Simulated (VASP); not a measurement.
Consider the following.

```xyz
2
Lattice="0.0000 2.7568 2.7568 2.7568 0.0000 2.7568 2.7568 2.7568 0.0000" Properties=species:S:1:pos:R:3 pbc="T T T"
Ga     0.0000     0.0000     0.0000
P      1.3784     1.3784     1.3784
```

These are vdW-DF2, VASP's PBE PAW potentials (set 64) (plane waves; VASP) values and carry that method's errors. Run with 520 eV cut-off, 8×8×8 Γ-centred mesh, Gaussian smearing of 0.050 eV, potentials Ga_d P.

Give the stress tensor in GPa (positive for a compressed cell).

```
4.51  0.00  0.00
0.00  4.51  0.00
0.00  0.00  4.51
```
The pressure is its mean diagonal, 4.51 GPa.

The compound is GaP in the zinc blende structure. This cell is one point of a volume scan, at 0.94 of the reference volume.
